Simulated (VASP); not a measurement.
Mg2ZnTeS2, 12 atoms in the cell. The typed cell holds 12 atoms: a = 7.043 Å, b = 6.932 Å, c = 6.946 Å, α = 90.61°, β = 88.43°, γ = 60.90°. The cell was built by a generator and needn't be a form met in nature.

```yaml
Program: VASP 6.6.1
Task: relaxation of cell and atoms
Functional: PBE
Potentials_or_basis: VASP PAW PBE potentials, release 64 (Mg, Zn, Te, S)
Cutoff: 520 eV
k_mesh: 3 × 3 × 3
Occupations: gaussian, width 0.05 eV
Spin: no spin polarisation
Further_INCAR_settings: PREC = Normal; LREAL = Auto; ALGO = Fast; EDIFF = 1e-05; ISYM = 0; IBRION = 2; EDIFFG = -0.03; NSW = 110; ISIF = 3
```

Potentials or basis: VASP PAW PBE potentials, release 64 (Mg, Zn, Te, S).

Run with:

```sh
$ cat potpaw_PBE.64/Mg/POTCAR potpaw_PBE.64/Zn/POTCAR potpaw_PBE.64/Te/POTCAR potpaw_PBE.64/S/POTCAR > POTCAR
$ mpirun -np 2 vasp_std > vasp.out
```

Hardware: 2 MPI ranks on Intel(R) Xeon(R) 6975P-C (Granite Rapids), on a shared host.

Problem. How long does it take, and how much memory?

Solution. Run time: 3.4 min on 2 MPI ranks on Intel(R) Xeon(R) 6975P-C (Granite Rapids), with other jobs on the host, peak memory 0.32 GiB a rank. Counts: scf iterations 131, k points 14, ion steps 19.
